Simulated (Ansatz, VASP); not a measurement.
# MgRe2 in two plane-wave programs, part 2 of 2

One calculation is typed for both programs; each brings its own data sets and cutoff. How far apart do they land? The cell is invented: As first built, before any earlier steps moved the atoms (in the runner's words): it takes the MgPt2 structure with some of its atoms replaced by other elements, volume scaled by an estimate. It may not be a known or stable phase. The cell is taken from a series of VASP runs on this material, whose earlier steps may have relaxed, scaled or displaced it; both programs get it as it stands.

VASP 6.6.1 and Ansatz 0.2.0.

So far: The starting structure; VASP: single point, PBE.

## Step 3: Ansatz: single point, PBE

Level of this step: Ansatz beside VASP: Kohn-Sham DFT, plane waves, PBE (Ansatz).

Ansatz runs on its default PAW (the set named soft_2) files.

The same cell, functional, mesh and smearing now go to Ansatz, which takes its cutoff from its data sets.

input.yaml

```yaml
crystal:
  lattice:
    - [4.8419772759, 0.0, 0.0]
    - [-2.420988638, 4.1932748559, 0.0]
    - [0.0, 0.0, 4.5511112812]
  atoms:
    - { symbol: Re, position: [0.011184, 0.002585, 0.501484] }
    - { symbol: Re, position: [0.003285, 0.336367, 0.005209] }
    - { symbol: Re, position: [0.33898, 0.014883, -0.005947] }
    - { symbol: Re, position: [0.671665, 0.662763, 0.000943] }
    - { symbol: Mg, position: [0.323778, 0.664601, 0.49766] }
    - { symbol: Mg, position: [0.657269, 0.334924, 0.507517] }
hamiltonian:
  xc: pbe
  pseudopotentials: { kind: paw }
kpoints:
  mp_grid: { grid: [5, 5, 4] }
scf:
  occupations: { method: fermi_dirac, width: 0.05 }
  n_extra_bands: 5
output:
  forces: true
  stress: true
  eigenvalues: true
```

Command:

```
$ ansatz run input.yaml --threads 4 --pin off --max-ram 9216MiB --backend cpu --events-out ev --progress --plain --runs-dir out
```

Numbers of over 12 decimals in the logs are rounded to 6 here.

What it wrote:

```text
scf.n_extra_bands = 5 over 40 filled bands (N_el = 80.0): the run solves 45 bands
Engine: ansatz 0.2.0, aarch64-unknown-linux-gnu
Pseudopotentials: kind: paw
Pseudopotential: Re, paw, valence charge 15, recommended cutoff 420 eV (normal), Re.paw.azcp
Pseudopotential: Mg, paw, valence charge 10, recommended cutoff 420 eV (normal), Mg.paw.azcp
Functional definition: PBE
  parameter kappa = 0.804
  parameter beta = 0.066725
  exchange = pbe_x(kappa = kappa, mu = beta*pi^2/3)
  correlation = pbe_c(beta = beta)
Crystal: 6 atoms, lattice volume = 92.405 Å³
Basis set: ecut = 420 eV, 1773 PW (Γ), exchange–correlation on 72×72×64 points (8 copies of the dense FFT grid, shifted against one another)
Bands: 45, of which v1, the nominal top of the filled ones, is band 40 counted from 1 (39 counted from 0)
Symmetry: 1 space group operations
Space group: P1 (ITA 1), of the structure as read, at distance tolerance 4.5e-5 Å
k-points: 51 of 100 (time reversal used)
Non-local potential: Re, projectors of the file, l = 0: 3, l = 1: 2, l = 2: 2, l = 3: 1
Non-local potential: Mg, projectors of the file, l = 0: 3, l = 1: 2, l = 2: 1
PAW form: soft (Blöchl's): semilocal exchange-correlation on the pseudo side does not see the compensation charge
PAW one-centre angular grid: Re, 590 points (default); XC on 64 Gauss nodes
PAW one-centre angular grid: Mg, 110 points (default); XC on 64 Gauss nodes
Initial density: superposition of atomic densities (neutral atoms: chi_scale 0, normalization atom), corrected by the library's trained network
Initial wavefunctions: pseudopotential atomic-orbital guess
Functional: x = pbe(κ = 0.804, μ = 0.219515), c = pbe(β = 0.066725)
SCF iter   1: F=—  HF=-47317.732480 eV  |F-HF|=—  |Δ(HF+E_count)|=         —  Δρ=8.01e-3  dr2=9.06e-2  ethr=1.77e-3  ⟨swp⟩=5.2  Hψ=7478  notcnv=0
preconditioner: auto → Resta (q_TF=auto, 2.664 Å⁻¹)  ε∞=29.9  [insulator: Δε(μ)=0.139 eV  Ē_g=4.062 eV  σ=0.050 eV  W_gap=0.58  n_scr=26 (ndim 8)  ℏωp=21.9 eV  f_vac=0.000  D(μ)=2.38/eV (n_scr^D=20)  ε∞_Penn≈29.9]
SCF iter   2: F=—  HF=-47317.725937 eV  |F-HF|=—  |Δ(HF+E_count)|=   6.54e-3  Δρ=4.17e-3  dr2=2.26e-2  ethr=1.13e-4  ⟨swp⟩=1.0  Hψ=2756  notcnv=0
SCF iter   3: F=—  HF=-47317.723588 eV  |F-HF|=—  |Δ(HF+E_count)|=   2.35e-3  Δρ=5.42e-4  dr2=1.93e-4  ethr=2.83e-5  ⟨swp⟩=2.3  Hψ=2845  notcnv=0
SCF iter   4: F=—  HF=-47317.723585 eV  |F-HF|=—  |Δ(HF+E_count)|=   3.14e-6  Δρ=1.15e-4  dr2=2.13e-5  ethr=2.41e-7  ⟨swp⟩=2.0  Hψ=3094  notcnv=0
SCF iter   5: F=—  HF=-47317.723631 eV  |F-HF|=—  |Δ(HF+E_count)|=   4.64e-5  Δρ=2.86e-5  dr2=9.51e-7  ethr=2.66e-8  ⟨swp⟩=2.0  Hψ=4117  notcnv=0
SCF iter   6: F=—  HF=-47317.723631 eV  |F-HF|=—  |Δ(HF+E_count)|=   2.87e-7  Δρ=1.01e-5  dr2=1.19e-7  ethr=1.25e-10  ⟨swp⟩=5.0  Hψ=8362  notcnv=0
SCF iter   7: F=-47317.723631 eV  HF=-47317.723631 eV  |F-HF|=5.18e-9  |Δ(HF+E_count)|=   2.57e-8  Δρ=2.44e-6  dr2=7.36e-9  ethr=1.25e-10  ⟨swp⟩=4.0  Hψ=7142  notcnv=0
SCF 1 converged in 7 iterations: F = -47317.723631 eV  dr2 = 7.36e-9
  greatest PAW one-centre occupation: 1.000 electrons in one spin orbital (limit 2), on the Mg atom at site 5 (counted from 0), in its partial waves of l = 0
SCF converged after 7 iterations
Free energy (F): -47317.723631 eV
Harris-Foulkes:  -47317.723631 eV  (|F-HF|=5.18e-9)
Internal energy: -47317.695380 eV  (E = F + TS)
E sigma→0 (E₀):  -47317.709506 eV
Entropy (-TS):   -0.028251 eV (-4.708 meV/atom)
Fermi energy:    18.156887 eV
--- Per-component energies (eV) ---
  E_band       = -1079.142653
  E_kinetic    = 2307.904969
  E_local      = -6329.350907  (includes V_loc(G=0)·N_el)
  E_nonlocal   = 389.296122
  E_hartree    = 2232.124389
  E_xc         = -1671.260025
  E_vxc        = -1287.906550  (∫ρ·V_xc dr)
  E_paw        = -35218.114452  (= ΣΔE_a)
  E_vpaw       = -623.333991  (= ΣTr[D̂ρ^β])
  E_aug_tail   = -0.000304  (compensation charges beyond the density's cutoff)
  E_ewald      = -9028.295172
  E_smearing   = -0.028251  (= −TS)
  E_closure    = -0.000000  (closes the sum)
  Σ components = -47317.723631   (vs F -47317.723631, Δ=0.00e0)
--- Forces (eV/Å), atoms counted from 1 ---
  atom   1  Re    -0.92193065    -0.06919914    -0.05077811
  atom   2  Re     0.02991919    -0.18859376    -0.14849865
  atom   3  Re     0.07820189    -0.59674983     0.41514860
  atom   4  Re    -0.20867397     0.58770526     0.09535279
  atom   5  Mg     0.40708536     0.23061416     0.10766889
  atom   6  Mg     0.61539312     0.03622489    -0.41889364
  max |Σ_I F_I| component: 5.06e-6 eV/Å
--- Stress (GPa, compression-positive) ---
        0.180882       0.336893      -0.519627
        0.336893       0.264613       0.207339
       -0.519627       0.207339       0.664228
  P = ⅓ Tr σ = 0.3699 GPa (3.699 kbar)
--- Band table (eV; the first three rows and the last of 51) ---
  k-point 0: bands = [... 36 lower, 16.9116, 16.9764, 17.7920, 18.6392, 18.7655, 18.8542, 18.9281, 18.9535, ... 1 higher]
  k-point 1: bands = [... 36 lower, 16.4884, 16.7865, 16.8605, 17.4976, 17.5867, 19.0858, 19.7429, 19.7613, ... 1 higher]
  k-point 2: bands = [... 36 lower, 16.3896, 16.8595, 16.9346, 17.0007, 17.0343, 19.0936, 19.5782, 19.6352, ... 1 higher]
  k-point 50: bands = [... 36 lower, 17.0676, 17.2506, 17.3926, 17.9249, 18.3439, 18.5248, 19.2688, 19.3261, ... 1 higher]
```

The job ended after 4.5 s (4 threads of Arm Neoverse V2, shared host; peak memory 0.45 GiB; 18 s of CPU time).

In the SCF lines HF is the Harris–Foulkes energy and dr2 the Hartree energy of the density residual, in eV; the loop may stop once dr2 is under the threshold and the program's other checks hold. Hψ counts applications of the Hamiltonian.

The run ends at a pressure of 0.37 GPa, with forces up to 0.93 eV/Å.

## Step 4: Differences

Known differences besides the potentials themselves: the data sets hold 80 valence electrons in Ansatz (default PAW (the set named soft_2) files) and 32 in VASP; the cutoff is 420 eV in Ansatz and 400 eV in VASP; VASP leaves aspherical gradient terms in its spheres out (LASPH is not set), Ansatz keeps them. Total energies have different zeros and are not compared.

Both answers:

```
                                        quantity  Ansatz  VASP  difference
                                  pressure (GPa)    0.37  0.00       +0.37
pressure without Ansatz's Pulay correction (GPa)    0.27  0.00       +0.27
```

Forces (eV/Å; atoms numbered as in POSCAR):

```
atom          Ansatz x, y, z            VASP x, y, z
 Re1  -0.922, -0.069, -0.051  -0.912, -0.070, -0.046
 Re2   0.030, -0.189, -0.148   0.028, -0.195, -0.143
 Re3    0.078, -0.597, 0.415    0.061, -0.571, 0.404
 Re4    -0.209, 0.588, 0.095    -0.198, 0.569, 0.096
 Mg5     0.407, 0.231, 0.108     0.406, 0.231, 0.107
 Mg6    0.615, 0.036, -0.419    0.615, 0.036, -0.418
```

The forces differ by 9.9 meV/Å r.m.s., which is 2.6 % of the r.m.s. force of 0.38 eV/Å (both taken over all components). Ansatz's pressure holds a Pulay correction of 0.10 GPa; VASP's holds none.

## Step 5: What came out

| Quantity | Value |
| --- | --- |
| r.m.s. force difference (single point, PBE) | 2.6 % of the r.m.s. force |

The r.m.s. force difference is 2.6 % of the r.m.s. force (single point, PBE), within the 3 % picked in this series as the mark of a large difference. Such differences can come from data sets, numerical settings and the points named under the comparisons, not from the functional's error against experiment.

[Lines on the potential files, build, host, timing and source positions are cut from VASP's logs without a mark.]

[Logs are printed without paths, hosts, clocks, repeated set-up lines and the standing remarks that a program may print on its own settings, such as how far it seeks lower states.]

[Hosts, paths, dates, database ids (printed as entryN), source tags and the programs' standing remarks are cut or masked in the printed files.]
